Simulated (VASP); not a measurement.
Given:

```
CELL_PARAMETERS angstrom
      1.38613    -2.40084     0.00000
      1.38613     2.40084     0.00000
      0.00000     0.00000     4.48563
ATOMIC_POSITIONS crystal
  Re 0.33333 0.66667 0.25000
  Re 0.66667 0.33333 0.75000
```

Level of theory: PBE GGA, VASP's PBE PAW potentials (set 64) (plane waves; VASP 6.6.1). Run with 480 eV cut-off, 14×14×8 Γ-centred mesh, first-order Methfessel-Paxton smearing of 0.10 eV, potentials Re.

**Question.** The ions, cell shape and volume at an external pressure of 5.0 GPa are relaxed. What does this cell relax into?

**Answer.** 
```
CELL_PARAMETERS angstrom
      1.38027    -2.39070     0.00000
      1.38027     2.39070     0.00000
      0.00000     0.00000     4.46659
ATOMIC_POSITIONS crystal
  Re 0.33333 0.66667 0.25000
  Re 0.66667 0.33333 0.75000
```
Space group P6_3/mmc (194), at a tolerance of 0.03 Å.

**Question.** How do energy and volume change from the first to the last step?

**Answer.** The energy (σ→0) changes by +2.9 meV/atom and the volume by -1.3 %, in 4 ionic steps.

The compound is Re in the hcp structure. This run relaxes it under an external pressure of 5 GPa. Symmetry was kept, so distortions that lower it aren't found.
